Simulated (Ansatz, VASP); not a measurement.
# Two plane-wave programs on Mg2C3

```
Mg C
1.0
     2.39859   -2.32740    0.00292
     2.39859    2.32740    0.00292
    -1.21264    0.00000    4.82840
Mg C
2 3
Cartesian
  3.6401 0.0000 0.9686
  -0.0555 0.0000 3.8656
  1.1217 0.0000 1.2707
  2.4628 0.0000 3.5636
  1.7923 0.0000 2.4171
```

Alike in both runs: functional PBEsol; k mesh 8 × 8 × 6; occupations gaussian, width 0.02 eV; no spin polarisation.

Ansatz relaxed the structure, and its values are those at the end. VASP's run is a single point on that final structure, the one shown.

```csv
,VASP,Ansatz
version,VASP 6.6.1,Ansatz 0.2.0
potentials or method,"VASP PAW PBE potentials, release 64 (Mg, C)","scalar-relativistic, plane waves, PAW"
plane-wave cutoff (eV),520,420
valence electrons in the cell,16,32
```

```csv
,VASP,Ansatz,Ansatz less VASP
gap on the k mesh at the Fermi level (eV),1.69,1.69,-0.001
least direct gap on the mesh (eV),2.40,2.40,-0.005
pressure (GPa),0.0,0.0,+0.01
rms of the force components (eV/Å),0.025,0.000,-0.0251
```

The functional is the same, so the differences come from potentials, cutoffs and numerics. The two sets of potentials don't hold the same shells in valence.

Caveats: the PAW data sets were made with another functional, which shifts forces and pressure a little (VASP). A k mesh can miss the band edges.
